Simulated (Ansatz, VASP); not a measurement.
# MgRe3 in VASP and in Ansatz

File INCAR:

```
  PREC = Accurate
  ENCUT = 520
  EDIFF = 1E-7
  ISMEAR = -1
  SIGMA = 0.1
  LREAL = F
  LASPH = T
  NELM = 150
  ALGO = Normal
  ISIF = 2
  LWAVE = F
  LCHARG = T
  ISPIN = 2
  MAGMOM = 0 0 0 0
  LORBIT = 11
  LMAXMIX = 4
  GGA = PS
  IVDW = 12
  LELF = T
  LVHAR = T
  NBANDS = 24
```

Contents of KPOINTS:

```
Automatic mesh
0
Gamma
  6 6 6
```

Contents of POSCAR:

```
MgRe3
1.0
    0.0000000000      3.1145280000      3.1145280000
    3.1145280000      0.0000000000      3.1145280000
    3.1145280000      3.1145280000      0.0000000000
Mg Re
1 3
Direct
    0.0000000000      0.0000000000      0.0000000000
    0.2500000000      0.2500000000      0.2500000000
    0.5000000000      0.5000000000      0.5000000000
    0.7500000000      0.7500000000      0.7500000000
```

Input for Ansatz:

```yaml
crystal:
  lattice:
    - [0.0, 3.114528, 3.114528]
    - [3.114528, 0.0, 3.114528]
    - [3.114528, 3.114528, 0.0]
  atoms:
    - { symbol: Mg, position: [0.0, 0.0, 0.0] }
    - { symbol: Re, position: [0.25, 0.25, 0.25] }
    - { symbol: Re, position: [0.5, 0.5, 0.5] }
    - { symbol: Re, position: [0.75, 0.75, 0.75] }
kpoints:
  mp_grid:
    grid: [6, 6, 6]
    shift: [0.0, 0.0, 0.0]
hamiltonian:
  xc: pbesol
  dispersion: d3bj
magnetization:
  spin_polarized: true
scf:
  occupations:
    method: fermi_dirac
```

The cell comes from a database or a generator and needn't be the stable form of this composition.

Alike in both runs: task single point; functional PBEsol; dispersion D3(BJ); k mesh 6 × 6 × 6; collinear spin.

|  | VASP | Ansatz |
| --- | --- | --- |
| version | VASP 6.6.1 | Ansatz 0.2.0 |
| potentials or method | VASP PAW PBE potentials, release 64 (Mg, Re) | plane waves, PAW |
| plane-wave cutoff (eV) | 520 | 420 |
| occupations | fermi-dirac, width 0.1 eV | fermi-dirac |
| valence electrons in the cell | 23 | 55 |

```csv
,VASP,Ansatz,Ansatz less VASP
net moment per atom (μB),0.00,0.00,0.000
dispersion energy (meV/atom),-590.1,-590.3,-0.19
```

The two sets of potentials don't hold the same shells in valence. Ansatz warned: «no_starting_moments».

 The runs have no spin-orbit coupling, so splittings on Re are missing.
